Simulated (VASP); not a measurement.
Here is the system:

```
CELL_PARAMETERS angstrom
      0.00000     2.01788     2.01788
      2.01788     0.00000     2.01788
      2.01788     2.01788     0.00000
ATOMIC_POSITIONS crystal
  Al 0.00000 0.00000 0.00000
```

Calculation: PBE GGA, VASP's PBE PAW potentials (set 64) (plane waves; VASP). Run with PREC = Normal, EDIFF = 1E-5, 400 eV cut-off, 17×17×17 Γ-centred mesh, first-order Methfessel-Paxton smearing of 0.10 eV, potentials Al.

Question: Predict the energy per atom (σ→0), band gap (on the k-mesh) with the smallest direct gap where there is one.

Answer: 
```
Item                                                         Value
------------------------  ----------------------------------------
band gap (on the k-mesh)  none (metal, semimetal or under 0.01 eV)
energy per atom (σ→0)                               -3.747 eV/atom
```

The absolute energy has meaning only against runs of the same code, potentials and settings.

The compound is Al in the fcc structure. It was relaxed first.
